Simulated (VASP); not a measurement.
# MoN2 (Fm-3m) in VASP: single point with PBE

Aim: the single point of MoN2 with PBE.

Everything below comes from runs of VASP 6.6.1. Logs are shortened: lines on timing, memory, paths and dates and some standing lists are left out, and cuts for length are marked.

## Step 1: The structure

It takes space group Fm-3m (No. 225, cubic). The conventional cell has a = 4.919 Å, b = 4.919 Å, c = 4.919 Å, α = 90.00°, β = 90.00°, γ = 90.00°. Mo (site symmetry m-3m) has 8 N at 2.13 Å as nearest neighbours. N (site symmetry -43m) has 4 Mo at 2.13 Å as nearest neighbours.

Measurements of this composition are mostly on another form, of space group No. 160.

## Step 2: Single point, PBE

INCAR

```
  PREC = Accurate
  ENCUT = 520
  EDIFF = 1E-7
  ISMEAR = -1
  SIGMA = 0.05
  LREAL = F
  LASPH = T
  NELM = 100
  ALGO = Normal
  ISIF = 2
  LWAVE = F
  LCHARG = F
  GGA = PE
  NBANDS = 19
```

KPOINTS

```
regular mesh
0
Gamma
  12 12 12
```

POSCAR

```
MoN2
1.0
    0.0000000000      2.4593029263      2.4593029263
    2.4593029263      0.0000000000      2.4593029263
    2.4593029263      2.4593029263      0.0000000000
Mo N
1 2
Direct
    0.0000000000      0.0000000000      0.0000000000
    0.2500000000      0.2500000000      0.2500000000
    0.7500000000      0.7500000000      0.7500000000
```

Potentials or basis: VASP PAW PBE potentials, release 64 (Mo_sv, N).

Run with:

```
$ cat potpaw_PBE.64/Mo_sv/POTCAR potpaw_PBE.64/N/POTCAR > POTCAR
$ mpirun -np 1 vasp_std > vasp.out
```

OUTCAR:

```text
PREC = Accurate
   ENCUT = 520
   EDIFF = 1E-7
   ISMEAR = -1
   LREAL = F
   LASPH = T
   NELM = 100
   ISIF = 2
   GGA = PE

 ion  position               nearest neighbor table
   1  0.000  0.000  0.000-   3 2.13   3 2.13   3 2.13   2 2.13   3 2.13   2 2.13   2 2.13   2 2.13

   2  0.250  0.250  0.250-   1 2.13   1 2.13   1 2.13   1 2.13
   3  0.750  0.750  0.750-   1 2.13   1 2.13   1 2.13   1 2.13

  LATTYP: Found a face centered cubic cell.
 ALAT       =     4.9186058526

  Lattice vectors:

 A1 = (   0.0000000000,   2.4593029263,   2.4593029263)
 A2 = (   2.4593029263,   0.0000000000,   2.4593029263)
 A3 = (   2.4593029263,   2.4593029263,   0.0000000000)

Analysis of symmetry for initial positions (statically):
=====================================================================
 Subroutine PRICEL returns:
 Original cell was already a primitive cell.

 Routine SETGRP: Setting up the symmetry group for a
 face centered cubic supercell.

 Subroutine GETGRP returns: Found 48 space group operations
 (whereof 48 operations were pure point group operations)
 out of a pool of 48 trial point group operations.

The static configuration has the point symmetry O_h .

Analysis of symmetry for dynamics (positions and initial velocities):
=====================================================================
 Subroutine PRICEL returns:
 Original cell was already a primitive cell.

 Routine SETGRP: Setting up the symmetry group for a
 face centered cubic supercell.

 Subroutine GETGRP returns: Found 48 space group operations
 (whereof 48 operations were pure point group operations)
 out of a pool of 48 trial point group operations.

The dynamic configuration has the point symmetry O_h .

 Subroutine INISYM returns: Found 48 space group operations
 (whereof 48 operations are pure point group operations),
 and found     1 'primitive' translations

----------------------------------------------------------------------------------------

                                     Primitive cell

  volume of cell :      29.7486

  direct lattice vectors                    reciprocal lattice vectors
     0.000000000  2.459302926  2.459302926    -0.203309643  0.203309643  0.203309643
     2.459302926  0.000000000  2.459302926     0.203309643 -0.203309643  0.203309643
     2.459302926  2.459302926  0.000000000     0.203309643  0.203309643 -0.203309643

  length of vectors
     3.477979552  3.477979552  3.477979552     0.352142631  0.352142631  0.352142631

  position of ions in fractional coordinates (direct lattice)
     0.000000000  0.000000000  0.000000000
     0.250000000  0.250000000  0.250000000
     0.750000000  0.750000000  0.750000000

  ion indices of the primitive-cell ions
   primitive index   ion index
                 1           1
                 2           2
                 3           3

----------------------------------------------------------------------------------------

 KPOINTS: regular mesh

Automatic generation of k-mesh.
 Grid dimensions read from file:
 generate k-points for:   12   12   12

 Generating k-lattice:

  Cartesian coordinates                     Fractional coordinates (reciprocal lattice)
    -0.016942470  0.016942470  0.016942470     0.083333333  0.000000000  0.000000000
     0.016942470 -0.016942470  0.016942470     0.000000000  0.083333333  0.000000000
     0.016942470  0.016942470 -0.016942470     0.000000000  0.000000000  0.083333333

  Length of vectors
     0.029345219  0.029345219  0.029345219

  Shift w.r.t. Gamma in fractional coordinates (k-lattice)
     0.000000000  0.000000000  0.000000000

 Subroutine IBZKPT returns following result:
 ===========================================

 Found     72 irreducible k-points:

 Following reciprocal coordinates:
            Coordinates               Weight
  0.000000  0.000000  0.000000      1.000000
  0.083333  0.000000  0.000000      8.000000
  0.166667  0.000000  0.000000      8.000000
  0.250000  0.000000  0.000000      8.000000
  0.333333  0.000000  0.000000      8.000000
  0.416667  0.000000  0.000000      8.000000
[... 16 lines left out ...]
  0.500000  0.166667  0.000000     24.000000
 -0.416667  0.166667  0.000000     24.000000
 [... further k-points ...]
   k-points           NKPTS =     72   k-points in BZ     NKDIM =     72   number of bands    NBANDS=     19
   number of dos      NEDOS =    301   number of ions     NIONS =      3
   total plane-waves  NPLWV =  21952
   dimension x,y,z NGX =    28 NGY =   28 NGZ =   28
   dimension x,y,z NGXF=    56 NGYF=   56 NGZF=   56
   ions per type =               1   2
   NGX,Y,Z   is equivalent  to a cutoff of  13.38, 13.38, 13.38 a.u.
   NGXF,Y,Z  is equivalent  to a cutoff of  26.77, 26.77, 26.77 a.u.
 SYSTEM =  unknown system
   PREC   = accura    normal or accurate (medium, high low for compatibility)
   ISTART =      0    job   : 0-new  1-cont  2-samecut
   ICHARG =      2    charge: 1-file 2-atom 10-const
   ISPIN  =      1    spin polarized calculation?
   LNONCOLLINEAR =      F non collinear calculations
   LSORBIT =      F    spin-orbit coupling
   LASPH  =      T    aspherical Exc in radial PAW
   ENCUT  =  520.0 eV  38.22 Ry    6.18 a.u.   6.47  6.47  6.47*2*pi/ulx,y,z
   NELM   =    100;   NELMIN=  2; NELMDL= -5     # of ELM steps
   EDIFF  = 0.1E-06   stopping-criterion for ELM
   LREAL  =      F    real-space projection
   EDIFFG = 0.1E-05   stopping-criterion for IOM
   NSW    =      0    number of steps for IOM
   IBRION =     -1    ionic relax: 0-MD 1-quasi-New 2-CG
   NFREE  =      0    steps in history (QN), initial steepest desc. (CG)
   ISIF   =      2    stress and relaxation
   ISYM   =      2    0-nonsym 1-usesym 2-fastsym
   POTIM  = 0.5000    time-step for ionic-motion
   TEBEG  =    0.0;   TEEND  =   0.0 temperature during run
   PSTRESS=    0.0 pullay stress
   NELECT =      24.0000    total number of electrons
   NUPDOWN=      -1.0000    fix difference up-down
   EMIN   =  10.00;   EMAX   =-10.00  energy-range for DOS
   EFERMI =   0.00;   METHOD = LEGACY
   ISMEAR =    -1;   SIGMA  =   0.05  broadening in eV -4-tet -1-fermi 0-gaus
   EFERMI_NEDOS =   21; number of points for ismear=-14 and -15
   IALGO  =     38    algorithm
   IMIX   =      4    mixing-type and parameters
     AMIX     =   0.40;   BMIX     =  1.00
     AMIX_MAG =   1.60;   BMIX_MAG =  1.00
  volume/ion in A,a.u.               =       9.92        66.92
  Fermi-wavevector in a.u.,A,eV,Ry     =   1.524017  2.879975 31.601281  2.322629
  Thomas-Fermi vector in A             =   2.632382
   LORBIT       =      0    0 simple, 1 ext, 2 COOP (PROOUT), +10 PAW based schemes
   GGA     = PE    functional components
   LHFCALC =     F    Hartree Fock is set to
   AEXX    =    0.0000 exact exchange contribution
   IVDW    =     0    specifies the selected vdW correction
   LEPSILON=     F    determine dielectric tensor
   LRPA    =     F    only Hartree local field effects (RPA)
 non-spin polarized calculation
  energy-cutoff  :      520.00
  volume of cell :       29.75
 maximum number of plane-waves:       821
 NGX is ok and might be reduce to    28
   NGX = 13   NGY = 13   NGZ = 13

 number of electron      24.0000001 magnetization

 Free energy of the ion-electron system (eV)
  ---------------------------------------------------
  ext. energy  EPLUGINS =         0.00000000
  ---------------------------------------------------
  free energy    TOTEN  =       -26.21463318 eV

  energy without entropy =      -26.18865130  energy(sigma->0) =      -26.20164224

 E-fermi :   9.4026     XC(G=0): -12.7263

 val. band max:        9.3937868831   @ k =   0.4167   0.1667   0.0833
 cond. band min:       9.4259498547   @ k =   0.5000   0.3333   0.0000
 fundamental gap:      0.0321629715
 Fermi energy:         9.4025573894

 k-point     1 :       0.0000    0.0000    0.0000
  band No.  band energies     occupation
      1     -52.7793      2.00000
      2     -26.7302      2.00000
      3     -26.7302      2.00000
      4     -26.7302      2.00000
      5      -7.4899      2.00000
      6      -1.9522      2.00000
[... 11 lines left out ...]
     18      18.0158      0.00000
     19      21.8157      0.00000

 k-point     2 :       0.0833    0.0000    0.0000
  band No.  band energies     occupation
      1     -52.7780      2.00000
      2     -26.7477      2.00000
      3     -26.7326      2.00000
      4     -26.7326      2.00000
      5      -7.3803      2.00000
      6      -2.2238      2.00000
[... 11 lines left out ...]
     18      18.2319      0.00000
     19      22.0063      0.00000

 k-point     3 :       0.1667    0.0000    0.0000
  band No.  band energies     occupation
      1     -52.7744      2.00000
      2     -26.7953      2.00000
      3     -26.7392      2.00000
      4     -26.7392      2.00000
      5      -7.0709      2.00000
      6      -2.8067      2.00000
[... 11 lines left out ...]
     18      18.8451      0.00000
     19      22.3248      0.00000

 k-point     4 :       0.2500    0.0000    0.0000
  band No.  band energies     occupation
      1     -52.7694      2.00000
      2     -26.8596      2.00000
      3     -26.7482      2.00000
      4     -26.7482      2.00000
      5      -6.6239      2.00000
      6      -3.4002      2.00000
[... 11 lines left out ...]
     18      19.4183      0.00000
     19      22.6886      0.00000

 k-point     5 :       0.3333    0.0000    0.0000
  band No.  band energies     occupation
      1     -52.7645      2.00000
      2     -26.9229      2.00000
      3     -26.7571      2.00000
      4     -26.7571      2.00000
      5      -6.1468      2.00000
      6      -3.8594      2.00000
[... 11 lines left out ...]
     18      19.4413      0.00000
     19      23.3420      0.00000

 k-point     6 :       0.4167    0.0000    0.0000
  band No.  band energies     occupation
      1     -52.7608      2.00000
      2     -26.9687      2.00000
      3     -26.7636      2.00000
      4     -26.7636      2.00000
      5      -5.7833      2.00000
      6      -4.1265      2.00000
[... 11 lines left out ...]
     18      19.0573      0.00000
     19      24.0787      0.00000

 k-point     7 :       0.5000    0.0000    0.0000
  band No.  band energies     occupation
      1     -52.7595      2.00000
      2     -26.9854      2.00000
      3     -26.7660      2.00000
      4     -26.7660      2.00000
      5      -5.6511      2.00000
      6      -4.2066      2.00000
[... 11 lines left out ...]
     18      18.8318      0.00000
     19      24.3996      0.00000

 k-point     8 :       0.0833    0.0833    0.0000
  band No.  band energies     occupation
      1     -52.7775      2.00000
      2     -26.7482      2.00000
      3     -26.7361      2.00000
      4     -26.7361      2.00000
      5      -7.3430      2.00000
      6      -2.3053      2.00000
[... 256 lines left out ...]
 k-point    20 :       0.2500    0.1667    0.0000
  band No.  band energies     occupation
      1     -52.7690      2.00000
      2     -26.8383      2.00000
      3     -26.7627      2.00000
      4     -26.7622      2.00000
      5      -6.5678      2.00000
      6      -3.4488      2.00000
[... 11 lines left out ...]
     18      18.8642      0.00000
     19      22.4178      0.00000

 k-point    21 :       0.3333    0.1667    0.0000
  band No.  band energies     occupation
      1     -52.7645      2.00000
      2     -26.8898      2.00000
      3     -26.7754      2.00000
      4     -26.7722      2.00000
      5      -6.1143      2.00000
      6      -3.8704      2.00000
[... 11 lines left out ...]
     18      19.4039      0.00000
     19      23.1029      0.00000

 k-point    22 :       0.4167    0.1667    0.0000
  band No.  band energies     occupation
      1     -52.7604      2.00000
      2     -26.9345      2.00000
      3     -26.7911      2.00000
      4     -26.7782      2.00000
      5      -5.6770      2.00000
      6      -4.1816      2.00000
[... 11 lines left out ...]
     18      19.6157      0.00000
     19      23.7484      0.00000

 k-point    23 :       0.5000    0.1667    0.0000
  band No.  band energies     occupation
      1     -52.7579      2.00000
      2     -26.9606      2.00000
      3     -26.8052      2.00000
      4     -26.7791      2.00000
      5      -5.4014      2.00000
      6      -4.3321      2.00000
[... 11 lines left out ...]
     18      19.5151      0.00000
     19      24.2037      0.00000

 k-point    24 :      -0.4167    0.1667    0.0000
  band No.  band energies     occupation
      1     -52.7576      2.00000
      2     -26.9622      2.00000
      3     -26.8135      2.00000
      4     -26.7747      2.00000
      5      -5.3711      2.00000
      6      -4.3435      2.00000
[... 11 lines left out ...]
     18      19.5275      0.00000
     19      24.2543      0.00000

 [... further k-points ...]
[... 5 lines left out ...]
  --------------------------------------------------------------------------------------
  -------------------------------------------------------------------------------------
  Total        0.0594674      0.0594674      0.0594674     -0.0000000     -0.0000000      0.0000000
  in kB        3.2027554      3.2027554      3.2027554     -0.0000000     -0.0000000      0.0000000
  external PRESSURE =       3.2027554 kB  Pullay stress =       0.0000000 kB

 VOLUME and BASIS-vectors are now :
 -----------------------------------------------------------------------------
  energy-cutoff  :      520.00
  volume of cell :       29.75
      direct lattice vectors                 reciprocal lattice vectors
     0.000000000  2.459302926  2.459302926    -0.203309643  0.203309643  0.203309643
     2.459302926  0.000000000  2.459302926     0.203309643 -0.203309643  0.203309643
     2.459302926  2.459302926  0.000000000     0.203309643  0.203309643 -0.203309643

 POSITION                                       TOTAL-FORCE (eV/Angst)
 -----------------------------------------------------------------------------------
      0.00000      0.00000      0.00000         0.000000     -0.000000      0.000000
      1.22965      1.22965      1.22965        -0.000000     -0.000000      0.000000
      3.68895      3.68895      3.68895         0.000000      0.000000     -0.000000
 -----------------------------------------------------------------------------------
    total drift:                               -0.000000     -0.000000      0.000000

  FREE ENERGIE OF THE ION-ELECTRON SYSTEM (eV)
  ---------------------------------------------------
  free  energy   TOTEN  =       -26.2146331832 eV

  energy  without entropy=      -26.1886512963  energy(sigma->0) =      -26.20164224
```

Wall time 38 s (1 thread of Intel Xeon Platinum 8559C (Emerald Rapids), shared host); peak memory 0.17 GiB.

Results:

```
Free energy            : -26.2146 eV
Pressure               : 0.3 GPa
Band gap on the k mesh : none (metal or under the smearing width)
```
